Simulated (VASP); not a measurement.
Li (space group Im-3m): the measured cell of entry 9008542 of the Crystallography Open Database is

Li has the cubic space group Im-3m (No. 229), the bcc (W type) structure, Pearson symbol cI2. Conventional cell: a = b = c = 3.509 Å, α = β = γ = 90.00°. Li on 2a is coordinated by 8 Li at 3.039 Å (cubic). (Neighbours: up to the widest gap in distance over summed covalent radii, below 1.35, at either atom.)
(The calculation used a cell of 1 atom; values per cell refer to that cell.)

The numbers are results of PBEsol GGA, VASP's PBE PAW potentials (set 64) (plane waves; VASP 6.6.1), not measurements. Numerical set-up: 520 eV cut-off, 17×17×17 Γ-centred mesh, tetrahedra with Blöchl corrections, potentials Li_sv.

The calculation is for a static lattice at zero pressure; the measurement, whose temperature isn't given here, holds thermal and zero-point expansion. The entry's conditions were not checked, so it may have been measured under pressure.

Q: How far does the relaxed conventional cell lie from the measured one?

A: 
|  | measured | computed | difference |
|---|---|---|---|
| a (Å) | 3.509 | 3.426 | -2.4 % |
| V (Å³/atom) | 21.61 | 20.11 | -7.0 % |

The structure comes from a measured Li entry (Im-3m) of the Crystallography Open Database, whose conditions weren't checked. It was relaxed first, which changed the volume by -7 %. Symmetry was kept, so distortions that lower it aren't found.
